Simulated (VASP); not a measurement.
ZnCdS₂ (space group P-4m2): computed properties

Computed with LDA (Ceperley-Alder, Perdew-Zunger), VASP's LDA PAW potentials (set 64) (plane waves; VASP).

```yaml
space_group: P-4m2 (115)
cell: a = 3.882 Å, b = 3.882 Å, c = 5.595 Å, α = 90.00°, β = 90.00°, γ = 90.00°
volume_per_atom: 21.08 Å³/atom
band gap (over mesh and band path): 1.38 eV
smallest direct gap (over mesh and band path): 1.38 eV
hill_bulk_modulus: 773 kbar
hill_shear_modulus: 25.6 GPa
Poisson's ratio: 0.351
band_edge_character: direct, Γ to Γ
density: 4.76 g/cm³
optical Γ-point spectrum: 67 (×2), 187, 262 (×2), 276, 306 (×2), 319 cm⁻¹
C11: 118 GPa
C12: 43.4 GPa
C13: 67.8 GPa
C33: 102 GPa
C44: 36.1 GPa
C66: 14.4 GPa
```

```cif
data_CdS2Zn
_chemical_formula_sum 'Zn1 Cd1 S2'
_space_group_name_H-M_alt 'P 1'
_space_group_IT_number 1
_cell_length_a 3.88163
_cell_length_b 3.88163
_cell_length_c 5.59545
_cell_angle_alpha 90.000
_cell_angle_beta 90.000
_cell_angle_gamma 90.000
loop_
_space_group_symop_operation_xyz
  'x, y, z'
loop_
_atom_site_label
_atom_site_type_symbol
_atom_site_fract_x
_atom_site_fract_y
_atom_site_fract_z
_atom_site_occupancy
Zn1 Zn 0.00000 0.00000 0.50000 1
Cd1 Cd 0.50000 0.50000 0.00000 1
S1 S 0.50000 0.00000 0.27613 1
S2 S 0.00000 0.50000 0.72387 1
```

The structure comes from a computed database's ZnCdS2 entry (P-4m2); how it stands against other phases isn't given here. It was relaxed first, which changed the volume by -6 %. Symmetry was kept, so distortions that lower it aren't found.
